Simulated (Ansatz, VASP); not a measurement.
# Hf (Hafnium): VASP beside Ansatz, part 2 of 2

Wanted: the spread between two codes on one cell, functional and k mesh. The cell is taken from a series of runs on this material, whose earlier steps may have relaxed, scaled, displaced or heated it; both programs get it as it stands.

VASP 6.6.1 and Ansatz 0.2.0.

So far: The structure; Ansatz: zone-centre phonons, LDA; VASP: zone-centre phonons, LDA.

**3. VASP: zone-centre phonons, LDA (continued)**

Level of this step: LDA; plane waves and PAW (Hf_pv) (VASP).

Numbers of over 12 decimals in the logs are rounded to 6 here.

Parts of OUTCAR (step 3):

```text
ion  position               nearest neighbor table
   1  0.333  0.667  0.250-   2 3.05   2 3.05   2 3.05   2 3.05   2 3.05   2 3.05
   2  0.667  0.333  0.750-   1 3.05   1 3.05   1 3.05   1 3.05   1 3.05   1 3.05

  LATTYP: Found a hexagonal cell.
 ALAT       =     3.1830249038
 C/A-ratio  =     1.5298330399

 Subroutine GETGRP returns: Found 24 space group operations
 (whereof 12 operations were pure point group operations)

The static configuration has the point symmetry D_3d.
 The point group associated with its full space group is D_6h.

 Found    135 irreducible k-points:

   k-points           NKPTS =    135   k-points in BZ     NKDIM =    135   number of bands    NBANDS=     16

   dimension x,y,z NGX =    24 NGY =   24 NGZ =   36
   dimension x,y,z NGXF=    48 NGYF=   48 NGZF=   72

   ENCUT  =  500.0 eV  36.75 Ry    6.06 a.u.   5.80  5.80  8.88*2*pi/ulx,y,z

   NELECT =      20.0000    total number of electrons

 k-points in reciprocal lattice and weights: Automatic mesh
   0.00000000  0.00000000  0.00000000       0.001
   0.06666667 -0.00000000  0.00000000       0.003
   0.13333333 -0.00000000  0.00000000       0.003
   0.20000000  0.00000000  0.00000000       0.003
   0.26666667 -0.00000000  0.00000000       0.003
   0.33333333 -0.00000000  0.00000000       0.003
   0.40000000 -0.00000000  0.00000000       0.003
   0.46666667  0.00000000  0.00000000       0.003
   0.06666667  0.06666667  0.00000000       0.003
[...]
0.33333333  0.26666667  0.50000000       0.007
   0.33333333  0.33333333  0.50000000       0.001

 average (electrostatic) potential at core
       1 -37.2242       2 -37.2242

  Total       -1.0657162     -1.0657162      0.0127609      0.0000000      0.0000000     -0.0000000
  in kB      -39.9629361    -39.9629361      0.4785168      0.0000000      0.0000000     -0.0000000
  external PRESSURE =     -26.4824518 kB  Pullay stress =       0.0000000 kB

  energy-cutoff  :      500.00
  volume of cell :       42.73
      direct lattice vectors                 reciprocal lattice vectors
     3.183024904  0.000000000  0.000000000     0.314166565  0.181384151  0.000000000
    -1.591512452  2.756580428  0.000000000     0.000000000  0.362768302  0.000000000
     0.000000000  0.000000000  4.869496665     0.000000000  0.000000000  0.205360034

 POSITION                                       TOTAL-FORCE (eV/Angst)
 -----------------------------------------------------------------------------------
     -0.00000      1.83772      1.21737         0.000000      0.000000      0.000000
      1.59151      0.91886      3.65212        -0.000000     -0.000000      0.000000
 -----------------------------------------------------------------------------------
    total drift:                               -0.000000      0.000000     -0.000000

 Eigenvectors and eigenvalues of the dynamical matrix
 ----------------------------------------------------

   1 f  =    3.681810 THz    23.133496 2PiTHz  122.811972 cm-1    15.226737 meV
             X         Y         Z           dx          dy          dz
     -0.000000  1.837720  1.217374    -0.000000    0.000000    0.707107
      1.591512  0.918860  3.652122     0.000000    0.000000   -0.707107

   2 f  =    2.350186 THz    14.766656 2PiTHz   78.393774 cm-1     9.719585 meV
             X         Y         Z           dx          dy          dz
     -0.000000  1.837720  1.217374    -0.000000   -0.707107    0.000000
      1.591512  0.918860  3.652122    -0.000000    0.707107    0.000000

   3 f  =    2.350186 THz    14.766656 2PiTHz   78.393774 cm-1     9.719585 meV
             X         Y         Z           dx          dy          dz
     -0.000000  1.837720  1.217374     0.707107   -0.000000    0.000000
      1.591512  0.918860  3.652122    -0.707107   -0.000000    0.000000

   4 f  =    0.000000 THz     0.000000 2PiTHz    0.000000 cm-1     0.000000 meV
             X         Y         Z           dx          dy          dz
     -0.000000  1.837720  1.217374    -0.500000   -0.500000    0.000000
      1.591512  0.918860  3.652122    -0.500000   -0.500000    0.000000

   5 f  =    0.000000 THz     0.000000 2PiTHz    0.000000 cm-1     0.000000 meV
             X         Y         Z           dx          dy          dz
     -0.000000  1.837720  1.217374    -0.000000    0.000000    0.707107
      1.591512  0.918860  3.652122     0.000000    0.000000    0.707107

   6 f/i=    0.000000 THz     0.000000 2PiTHz    0.000000 cm-1     0.000000 meV
             X         Y         Z           dx          dy          dz
     -0.000000  1.837720  1.217374    -0.500000    0.500000   -0.000000
      1.591512  0.918860  3.652122    -0.500000    0.500000    0.000000

 ELASTIC MODULI CONTR FROM IONIC RELAXATION (kBar)
 Direction    XX          YY          ZZ          XY          YZ          ZX
 --------------------------------------------------------------------------------
 XX        -141.6968    141.6968     -0.0000     -0.0000     -0.0000      0.0000
 YY         141.6968   -141.6968      0.0000      0.0000      0.0000      0.0000
 ZZ          -0.0000      0.0000     -0.0000     -0.0000      0.0000      0.0000
 XY          -0.0000      0.0000     -0.0000   -141.6968      0.0000      0.0000
 YZ          -0.0000      0.0000      0.0000      0.0000     -0.0000      0.0000
 ZX           0.0000      0.0000      0.0000      0.0000      0.0000      0.0000
 --------------------------------------------------------------------------------
```

**4. Differences**

Known differences besides the potentials themselves: the two LDA forms differ slightly; the data sets hold 52 valence electrons in Ansatz (on its PAW soft_1 files) and 20 in VASP; the cutoff is 420 eV in Ansatz and 500 eV in VASP; VASP's log shows a relativistic correction to its local exchange, Ansatz's none. Total energies have different zeros and are not compared.

Compared:

| quantity | Ansatz | VASP | difference |
| --- | --- | --- | --- |
| optical mode 1 to 2 (cm⁻¹) | 78.9 | 78.4 | +0.66 % |
| optical mode 3 (cm⁻¹) | 123.5 | 122.8 | +0.55 % |

Modes are paired by rising frequency, not by their patterns, so a pair may set unlike modes beside each other; they are those without the splitting of longitudinal modes.

**5. Results**

```yaml
r_m_s_difference_of_the_optical_zone_centre_modes_each_program_s_sorted_by_frequency_zone_centre_phonons_lda: 0.58 cm⁻¹
difference_in_optical_mode_1_to_2_zone_centre_phonons_lda: +0.7 %
```

In words: The r.m.s. difference of the optical zone-centre modes, each program's sorted by frequency is 0.58 cm⁻¹ (zone-centre phonons, LDA). The data sets hold unlike numbers of valence electrons (52 in Ansatz and 20 in VASP), so part of the differences comes from the potentials. Among the rows given in per cent, the largest difference of the zone-centre phonons, LDA pair is in optical mode 1 to 2, +0.7 %. How closely two codes agree says nothing of how well the functional describes the real material.

[Lines on the potential files, build, host, timing and source positions are cut from VASP's logs without a mark.]

[Logs are printed without paths, hosts, clocks, repeated set-up lines and the standing remarks that a program may print on its own settings, such as how far it seeks lower states.]

[Hosts, paths, dates, database ids (printed as entryN), source tags and the programs' standing remarks are cut or masked in the printed files.]
